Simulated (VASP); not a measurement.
Here is a VASP 6.6.1 calculation.

INCAR

```
PREC = Accurate ; ENCUT = 520
EDIFF = 1E-6 ; ISMEAR = 0
SIGMA = 0.05 ; LREAL = F
LASPH = T ; NELM = 60
ALGO = Normal ; ISIF = 2
LWAVE = F ; LCHARG = T
ISPIN = 2 ; MAGMOM = 1 0
LORBIT = 11 ; NUPDOWN = 3
LMAXMIX = 4 ; LDAU = T
LDAUTYPE = 2 ; LDAUL = 2 -1
LDAUU = 3 0 ; LDAUJ = 0 0
LDAUPRINT = 1 ; METAGGA = R2SCAN
LMIXTAU = T ; LELF = T
LVHAR = T ; NBANDS = 21
```

KPOINTS

```
regular mesh
0
Gamma
  6 6 6
```

File POSCAR:

```
RuSe
1.0
    0.0000000000      2.6776164100      2.6776164100
    2.6776164100      0.0000000000      2.6776164100
    2.6776164100      2.6776164100      0.0000000000
Ru Se
1 1
Direct
    0.5000000000      0.5000000000      0.5000000000
    0.0000000000      0.0000000000      0.0000000000
```

Potentials or basis: VASP PAW PBE potentials, release 64 (Ru_pv, Se).

Run with:

```bash
$ cat potpaw_PBE.64/Ru_pv/POTCAR potpaw_PBE.64/Se/POTCAR > POTCAR
$ mpirun -np 1 vasp_std > vasp.out
```

(1) What does it give for the pressure?

## Answers

(1) 1.7 GPa.

Caveat: the moment is held away from its start; the PAW data sets were made with another functional, which shifts forces and pressure a little; the total moment is fixed, so each spin has its own Fermi level.
